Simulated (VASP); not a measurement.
Here is the system:

```
BaS
1.0
    0.00000     3.15142     3.15142
    3.15142     0.00000     3.15142
    3.15142     3.15142     0.00000
Ba S
1 1
Direct
  0.00000   0.00000   0.00000
  0.50000   0.50000   0.50000
```

These are LDA (Ceperley-Alder, Perdew-Zunger), VASP's LDA PAW potentials (set 64) (plane waves; VASP) values and carry that method's errors. Numerical set-up: 520 eV cut-off, Gaussian smearing of 0.050 eV, potentials Ba_sv S.

Unless said otherwise, spin-orbit coupling is left out, though it shifts the bands of the heavy elements here.

### Question
Give the energies of bands 6 to 11 at the high-symmetry points, in eV from the valence-band maximum.

### Answer

```json
[
 {"band": "6", "Γ": "0.00", "X": "-0.49", "U": "-1.02", "L": "-2.11", "W": "-1.22"},
 {"band": "7", "Γ": "0.00", "X": "-0.12", "U": "-0.65", "L": "-1.20", "W": "-0.49"},
 {"band": "8", "Γ": "0.00", "X": "-0.12", "U": "-0.53", "L": "-1.20", "W": "-0.49"},
 {"band": "9", "Γ": "3.51", "X": "1.83", "U": "3.10", "L": "5.53", "W": "4.15"},
 {"band": "10", "Γ": "3.70", "X": "5.96", "U": "5.93", "L": "5.59", "W": "4.15"},
 {"band": "11", "Γ": "3.70", "X": "6.08", "U": "6.71", "L": "6.33", "W": "6.39"}
]
```

The gap is indirect, 1.83 eV, from the valence maximum at Γ to the conduction minimum at X.

The compound is BaS in the rock salt structure. It was relaxed first.
